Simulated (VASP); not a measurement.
Given:

```
CELL_PARAMETERS angstrom
      1.98564    -3.43924     0.00000
      1.98564     3.43924     0.00000
      0.00000     0.00000     5.16129
ATOMIC_POSITIONS crystal
  Ni 0.00000 0.00000 0.50000
  Ni 0.00000 0.00000 0.00000
  Sb 0.33333 0.66667 0.25000
  Sb 0.66667 0.33333 0.75000
```

Calculation: PBE GGA, VASP's PBE PAW potentials (set 64) (plane waves; VASP). Settings: 400 eV cut-off, 10×10×7 Γ-centred mesh, tetrahedra with Blöchl corrections, potentials Ni Sb.

The cores are frozen, which limits the accuracy of field gradients.

### Question
Give the principal components of the electric field gradient (V/Å²) and the asymmetry η at each nucleus.

### Answer

```tsv
atom	Vxx	Vyy	Vzz	η
Ni1	10.6	10.6	-21.2	0.00
Ni2	10.6	10.6	-21.2	0.00
Sb3	-38.2	-38.2	76.5	0.00
Sb4	-38.2	-38.2	76.5	0.00
```

The compound is NiSb in the NiAs type structure. It was relaxed first. The run is not spin-polarised, so no magnetic state was tried.
